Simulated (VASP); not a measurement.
Here is the system:

```
CELL_PARAMETERS angstrom
      2.33744    -4.04856     0.00000
      2.33744     4.04856     0.00000
      0.00000     0.00000     7.63570
ATOMIC_POSITIONS crystal
  Ag 0.66667 0.33333 0.50011
  Ag 0.33333 0.66667 0.00011
  I  0.66667 0.33333 0.87489
  I  0.33333 0.66667 0.37489
```

These are PBE GGA, VASP's PBE PAW potentials (set 64) (plane waves; VASP 6.6.1) values and carry that method's errors. Settings: 480 eV cut-off, 6×6×4 Γ-centred mesh, Gaussian smearing of 0.050 eV, potentials Ag I.

Unless said otherwise, spin-orbit coupling is left out, though it shifts the bands of the heavy elements here.

Task: What does the run give for the energy per atom (σ→0), band gap (on the k-mesh) with the smallest direct gap where there is one?

Result: 
```yaml
band gap (on the k-mesh): 1.37 eV
smallest direct gap (on the k-mesh): 1.37 eV
energy per atom (σ→0): -2.395 eV/atom
```

Total energies compare only between runs with the same potentials, cut-off and functional.

The compound is AgI in the wurtzite structure. It was relaxed first, which changed the volume by +5 %.
